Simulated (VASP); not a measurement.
A convergence study with VASP on PbSe (rock salt): one setting is varied, all else stays as given below, so the limit is that of these other settings. Each run relaxes cell and ions from the cell shown.

```
PbSe
1.0
    0.00000     3.06000     3.06000
    3.06000     0.00000     3.06000
    3.06000     3.06000     0.00000
Pb Se
1 1
Direct
  0.00000   0.00000   0.00000
  0.50000   0.50000   0.50000
```

These are LDA (Ceperley-Alder, Perdew-Zunger), VASP's LDA PAW potentials (set 64) (plane waves; VASP 6.6.1) values and carry that method's errors. The tightest run used: 550 eV cut-off, 11×11×11 Γ-centred mesh, Gaussian smearing of 0.050 eV, potentials Pb_d Se.

Unless said otherwise, spin-orbit coupling is left out, though it shifts the bands of the heavy elements here. Gaps are read on the run's mesh, which can miss a band edge.

| setting | relaxed volume (Å³/atom) | E (eV/atom) | gap on the mesh (eV) | irreducible k-points |
|---|---|---|---|---|
| 2×2×2 mesh | 31.743 | -3.9629 | 0.156 | 3 |
| 3×3×3 mesh | 27.093 | -4.8009 | 1.976 | 4 |
| 4×4×4 mesh | 27.383 | -4.7245 | 0.017 | 8 |
| 5×5×5 mesh | 27.516 | -4.7377 | 1.092 | 10 |
| 6×6×6 mesh | 27.541 | -4.7314 | 0.028 | 16 |

Question: These are the cheaper rows. Estimate the results at 11×11×11 mesh, and how far the last row shown lies from them.

Answer: 
| quantity | tightest run | last row shown is off by |
|---|---|---|
| relaxed volume (Å³/atom) | 27.625 | -0.084 |
| E (eV/atom) | -4.7290 | -0.0024 |
| gap on the mesh (eV) | 0.501 | -0.473 |

Left out are rungs that failed or repeat a setting and relaxations that didn't move; long series are thinned to 24 rows.

The compound is PbSe in the rock salt structure.
